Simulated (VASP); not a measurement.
Input:

```yaml
crystal:
  lattice:
    - [1.27701, -2.21184, 0.00000]
    - [1.27701, 2.21184, 0.00000]
    - [0.00000, 0.00000, 4.22545]
  atoms:
    - { symbol: B, position: [0.66667, 0.33333, 0.50028] }
    - { symbol: B, position: [0.33333, 0.66667, 0.00028] }
    - { symbol: N, position: [0.66667, 0.33333, 0.87472] }
    - { symbol: N, position: [0.33333, 0.66667, 0.37472] }
```

Calculation: optB88-vdW, VASP's PBE PAW potentials (set 64) (plane waves; VASP). Settings: 520 eV cut-off, 11×11×6 Γ-centred mesh, tetrahedra with Blöchl corrections, potentials B N.

Task: Estimate the energy per atom (σ→0).

Result: 
```
Quantity                       Result
---------------------  --------------
energy per atom (σ→0)  -7.733 eV/atom
```

Only differences to runs with the same potentials and settings are physical.

The compound is BN in the wurtzite structure, a metastable high-pressure form. It was relaxed first.
